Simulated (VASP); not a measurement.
```xyz
4
Lattice="3.5749 0.0000 0.0000 0.0000 3.5749 0.0000 0.0000 0.0000 3.5749" Properties=species:S:1:pos:R:3 pbc="T T T"
Fe     0.0000     0.0000     0.0000
Ni     0.0000     1.7874     1.7874
Ni     1.7874     0.0000     1.7874
Ni     1.7874     1.7874     0.0000
```
Starting moments (μB, in the order of the record's atoms Fe Ni Ni Ni): 2.9 0.6 0.6 0.6.

Level of theory: PBE GGA with D3 dispersion (Becke-Johnson damping), VASP's PBE PAW potentials (set 64) (plane waves; VASP). Numerical set-up: 520 eV cut-off, 9×9×9 Γ-centred mesh, first-order Methfessel-Paxton smearing of 0.10 eV, potentials Fe Ni.

Q: Give the stress tensor in GPa (positive for a compressed cell).

A: 
```
-10.52    0.00    0.00
  0.00  -10.52    0.00
  0.00    0.00  -10.52
```
The pressure is its mean diagonal, -10.52 GPa.

The compound is Ni3Fe in the L1_2 structure. This cell is one point of a volume scan, at 1.06 of the reference volume.
